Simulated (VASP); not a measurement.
```
CELL_PARAMETERS angstrom
      1.57963    -2.73599     0.00000
      1.57963     2.73599     0.00000
      0.00000     0.00000     5.14356
ATOMIC_POSITIONS crystal
  Ga 0.66667 0.33333 0.50005
  Ga 0.33333 0.66667 0.00005
  N  0.66667 0.33333 0.87695
  N  0.33333 0.66667 0.37695
```

These are LDA (Ceperley-Alder, Perdew-Zunger) with spin-orbit coupling, VASP's LDA PAW potentials (set 64) (plane waves; VASP) values and carry that method's errors. Settings: 520 eV cut-off, 7×7×4 Γ-centred mesh, Gaussian smearing of 0.050 eV, potentials Ga_d N.

### Question
What does the run give for the energy per atom (σ→0), band gap (over mesh and band path) with the smallest direct gap where there is one?

### Answer

```
Property                                               Result
---------------------------------------------  --------------
band gap (over mesh and band path)                    2.11 eV
smallest direct gap (over mesh and band path)         2.11 eV
energy per atom (σ→0)                          -6.980 eV/atom
```

The absolute energy has meaning only against runs of the same code, potentials and settings.

The compound is GaN in the wurtzite structure. It was relaxed first.
